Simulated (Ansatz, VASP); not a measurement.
One calculation of ZnCl3, two programs

```
Zn Cl
1.0
     9.80571    0.00000    0.00000
    -4.90285    8.49199    0.00000
     0.00000    0.00000    2.90956
Zn Cl
2 6
Direct
  0.66667 0.33333 0.75000
  0.33333 0.66667 0.25000
  0.16252 0.44349 0.75000
  0.83748 0.55651 0.25000
  0.44349 0.28096 0.25000
  0.28096 0.83748 0.75000
  0.55651 0.71904 0.75000
  0.71904 0.16252 0.25000
```

The cell comes from a database or a generator and needn't be the stable form of this composition.

Alike in both runs: task single point; functional PBE; k mesh 3 × 3 × 9; occupations gaussian, width 0.1 eV; no spin polarisation.

|  | VASP | Ansatz |
| --- | --- | --- |
| version | VASP 6.6.1 | Ansatz 0.2.0 |
| potentials or method | VASP PAW PBE potentials, release 64 (Zn, Cl) | Ansatz PAW |
| plane-wave cutoff (eV) | 500 | 420 |
| valence electrons in the cell | 66 | 66 |

|  | VASP | Ansatz | Ansatz less VASP |
| --- | --- | --- | --- |
| gap on the k mesh at the Fermi level (eV) | none | none | - |
| pressure (GPa) | 0.6 | 0.6 | 0.00 |
| largest component of the traceless stress (GPa) | 0.86 | 0.85 | -0.011 |
| rms of the force components (eV/Å) | 0.012 | 0.017 | +0.0058 |

Atom by atom the forces differ by 0.007 eV/Å (rms over components). A gap of «none» marks a metal or a gap that the smearing closes.
